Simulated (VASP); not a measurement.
Consider the following.

```
Li2O
1.0
    0.00000     2.29902     2.29902
    2.29902     0.00000     2.29902
    2.29902     2.29902     0.00000
Li O
2 1
Direct
  0.25000   0.25000   0.25000
  0.75000   0.75000   0.75000
  0.00000   0.00000   0.00000
```

Calculation: PBE GGA with D4 dispersion, VASP's PBE PAW potentials (set 64) (plane waves; VASP 6.6.1). Run with 520 eV cut-off, 8×8×8 Γ-centred mesh, Gaussian smearing of 0.050 eV, potentials Li_sv O.

**Question.** The job: Li₂O (antifluorite), 3 atoms, PBE-D4, static run, 520 eV, 8×8×8 Γ-centred mesh. Roughly how much core time does it take on a busy server core?

**Answer.** About 20 core-seconds (one run on a shared machine, a rough figure). It had 29 irreducible k-points, 10 bands, up to 666 plane waves and 14 electronic steps.

The compound is Li2O in the antifluorite structure. It was relaxed first.
